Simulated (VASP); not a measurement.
Consider the following.

```xyz
3
Lattice="0.0000 3.0149 3.0149 3.0149 0.0000 3.0149 3.0149 3.0149 0.0000" Properties=species:S:1:pos:R:3 pbc="T T T"
Al     1.5075     1.5075     1.5075
Al     4.5224     4.5224     4.5224
Au     0.0000     0.0000     0.0000
```

Method: PBE GGA, VASP's PBE PAW potentials (set 64) (plane waves; VASP). Settings: 300 eV cut-off, 10×10×10 Γ-centred mesh, Gaussian smearing of 0.14 eV, potentials Al Au.

Give the energies of bands 1 to 13 at the high-symmetry points, in eV from the Fermi level.

```tsv
band	Γ	X	U	L	W
1	-10.43	-7.20	-7.29	-8.40	-6.94
2	-6.50	-6.98	-6.70	-6.38	-6.94
3	-6.50	-6.17	-6.48	-6.25	-6.22
4	-6.50	-5.70	-5.81	-6.25	-6.15
5	-5.55	-5.70	-5.50	-5.43	-5.70
6	-5.55	-5.26	-5.46	-5.43	-5.13
7	2.15	-4.95	-4.56	-5.37	-3.98
8	2.98	-2.06	-3.35	0.39	-3.98
9	2.98	-2.06	-1.33	0.39	-2.15
10	2.98	1.20	1.81	3.28	4.09
11	3.86	2.11	4.36	3.50	4.09
12	3.86	7.67	6.01	3.79	5.19
13	3.86	9.71	7.64	3.79	5.32
```

It has no gap at this level: it comes out as a metal or semimetal.

The structure comes from a computed database's Al2Au entry; how it stands against other phases isn't given here. The cell was not relaxed at this level. The run is one of a series of settings (NBANDS = 21 against the base run), some of them coarse on purpose. The electron count is odd and the run is not spin-polarised, which forces a metal.
